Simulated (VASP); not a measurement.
Zn4Te3O:

```xyz
8
Lattice="5.8496 -0.0334 0.0051 -0.0334 5.8434 0.0129 0.0051 0.0129 5.6365" Properties=species:S:1:pos:R:3 pbc="T T T"
Zn    1.2014    4.6568    4.4009
Zn    4.6148    4.5352    1.2144
Zn    4.6388    1.1562    4.5193
Zn    1.2096    1.1435    1.2025
Te    2.9192    5.8329    2.8450
Te    5.7797    2.8853    2.8369
Te    2.8970    2.8935    0.0392
O     0.0060    0.0130    0.0084
```

The cell was built by a generator and needn't be a form met in nature.

* Program: VASP 6.6.1
* Task: relaxation of cell and atoms
* Functional: PBE
* Potentials or basis: VASP PAW PBE potentials, release 64 (Zn, Te, O)
* Cutoff: 520 eV
* k mesh: 4 × 4 × 4
* Occupations: gaussian, width 0.15 eV
* Spin: no spin polarisation

At the start: pressure 0.7 GPa; volume 24.08 Å³/atom.

Q: How do energy, volume and symmetry change on relaxing?

A: Over 25 steps the energy falls by 11.4 meV/atom and the volume is 24.37 Å³/atom (+1.2 %); space group P-43m (No. 215, to 0.05 Å).

Step by step:
```tsv
step	energy change (eV)	largest force (eV/Å)	pressure (GPa)	volume (Å³)
1	0.0000	0.4788	0.73	192.66
2	-0.0589	0.2743	-0.16	195.72
3	-0.0639	0.1701	-0.80	198.10
4	-0.0659	0.2028	-0.76	197.40
5	-0.0821	0.0883	-0.09	194.80
6	-0.0826	0.1006	0.19	193.83
7	-0.0828	0.0916	0.16	194.10
8	-0.0872	0.0599	0.17	194.40
9	-0.0875	0.0706	0.00	194.54
10	-0.0875	0.0679	0.08	194.52
11	-0.0888	0.0553	0.08	195.04
12	-0.0871	0.0692	-0.47	196.58
13	-0.0891	0.0461	-0.33	195.73
14	-0.0892	0.0455	-0.26	195.54
15	-0.0899	0.0385	-0.20	195.33
16	-0.0908	0.0614	-0.22	194.74
17	-0.0908	0.0353	-0.04	194.03
18	-0.0905	0.0343	0.30	193.68
19	-0.0907	0.0364	0.17	193.93
20	-0.0908	0.0359	0.20	193.98
21	-0.0908	0.0358	0.18	194.01
22	-0.0914	0.0289	0.20	194.55
23	-0.0896	0.0233	-0.31	196.17
24	-0.0912	0.0245	-0.22	195.29
25	-0.0914	0.0299	-0.06	194.97
```

Final structure:
```
Zn Te O
1.0
     5.79282   -0.00338    0.00454
    -0.00335    5.79720   -0.00682
     0.00312   -0.00532    5.80574
Zn Te O
4 3 1
Direct
  0.21129 0.78688 0.78779
  0.78920 0.78479 0.21210
  0.78993 0.20668 0.79533
  0.20962 0.20680 0.21309
  0.50175 0.99848 0.50122
  0.99743 0.49579 0.50214
  0.49795 0.49696 0.00133
  0.00030 0.99579 0.00213
```
